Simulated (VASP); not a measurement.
Input for VASP

**KPOINTS**
```
Automatic mesh
0
Gamma
11 11 11
0 0 0
```

### INCAR
```
ALGO = Normal
EDIFF = 1E-6
ENCUT = 400
GGA = PE
ISIF = 2
ISMEAR = 1
LASPH = .True.
LCHARG = .False.
LMAXMIX = 4
LREAL = .False.
LWAVE = .False.
NELM = 100
PREC = Accurate
SIGMA = 0.1
SYSTEM = TiCo
```

File POSCAR:
```
TiCo
1
    3.0114220000     0.0000000000     0.0000000000
    0.0000000000     3.0177400000     0.0000000000
    0.0000000000     0.0000000000     3.0244450000
Ti Co
1 1
Direct
  0.0000000000   0.0000000000   0.0000000000
  0.5309000000   0.5000000000   0.5000000000
```

POTCAR, in this order: Ti_sv Co (PBE.64 set). Program: vasp_std.

Question: Translate this PBE calculation to Ansatz.

Answer: One equivalent input (not run):
Ansatz 0.2 input:
```yaml
crystal:
  lattice:
    - [3.0114220, 0.0000000, 0.0000000]
    - [0.0000000, 3.0177400, 0.0000000]
    - [0.0000000, 0.0000000, 3.0244450]
  atoms:
    - { symbol: Ti, position: [0.0000000, 0.0000000, 0.0000000] }
    - { symbol: Co, position: [0.5309000, 0.5000000, 0.5000000] }
kpoints:
  mp_grid: { grid: [11, 11, 11] }
hamiltonian:
  xc: pbe
  pseudopotentials: { kind: paw }
scf:
  occupations: { method: methfessel_paxton, width: 0.1 }
  max_iter: 100
output: { forces: true, stress: true, eigenvalues: true }
```
What does not carry over: each code has its own PAW files, so the cut-off isn't converted (ENCUT is set for VASP's; basis.ecutwfc is left out, and Ansatz then takes the one that its files recommend); Ansatz stops its SCF on the density residual and VASP on the energy change (EDIFF).

The compound is TiCo in the CsCl type structure. The cell was not relaxed at this level, atoms are displaced from their ideal sites.
